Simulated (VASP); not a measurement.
An input for Quantum ESPRESSO's pw.x (written as the equivalent of a VASP run, and not itself run):

```
&CONTROL
  calculation = 'scf'
  pseudo_dir = './pseudo'
  outdir = './out'
  tprnfor = .true.
  tstress = .true.
/
&SYSTEM
  ibrav = 0
  nat = 5
  ntyp = 3
  ecutwfc = 84
  occupations = 'tetrahedra'
  input_dft = 'pbesol'
/
&ELECTRONS
  conv_thr = 7.3e-09
  electron_maxstep = 100
/
ATOMIC_SPECIES
  Ba 137.327 Ba.upf
  Zr 91.224 Zr.upf
  O 15.999 O.upf
CELL_PARAMETERS angstrom
     4.1900000    0.0000000    0.0000000
     0.0000000    4.1900000    0.0000000
     0.0000000    0.0000000    4.1900000
ATOMIC_POSITIONS crystal
  Ba   0.0000000  0.0000000  0.0000000
  Zr   0.5000000  0.5000000  0.5000000
  O    0.5000000  0.0000000  0.5000000
  O    0.0000000  0.5000000  0.5000000
  O    0.5000000  0.5000000  0.0000000
K_POINTS automatic
  6 6 6 0 0 0
```

Question: Write the VASP files for the same calculation (PBEsol).

Answer: Several could match; the one computed here: 
### INCAR
```
SYSTEM = BaZrO3
NEDOS = 601
ENCUT = 520   ! plane-wave cut-off (eV)
LASPH = T   ! aspherical one-centre terms
LCHARG = T
LORBIT = 11   ! lm-projected
ALGO = Normal
LMAXMIX = 4   ! l cut-off of mixed one-centre charges
LWAVE = F
GGA = PS
ISMEAR = -5   ! tetrahedra, Bloechl
EDIFF = 1E-7
PREC = Accurate
NELM = 100   ! most electronic steps
LREAL = F   ! projection in real space or not
ISIF = 2   ! forces and stress, cell fixed
```

**KPOINTS**
```
Regular mesh
0
Gamma
 6 6 6
0 0 0
```

POSCAR:
```
BaZrO3
4.190
  1.0000000000   0.0000000000   0.0000000000
  0.0000000000   1.0000000000   0.0000000000
  0.0000000000   0.0000000000   1.0000000000
Ba Zr O
1 1 3
Cartesian
  0.0000000000   0.0000000000   0.0000000000
  0.5000000000   0.5000000000   0.5000000000
  0.5000000000   0.0000000000   0.5000000000
  0.0000000000   0.5000000000   0.5000000000
  0.5000000000   0.5000000000   0.0000000000
```

POTCAR, in this order: Ba_sv Zr_sv O (PBE.64 set). Program: vasp_std.

What does not carry over: the potentials are each code's own (VASP's PAW set, PseudoDojo norm-conserving files in pw.x), so ENCUT and ecutwfc are chosen apart and not converted; conv_thr bounds pw.x's estimated SCF error, while EDIFF bounds the energy change between steps.

The compound is BaZrO3 in the cubic perovskite structure. The cell was not relaxed at this level.
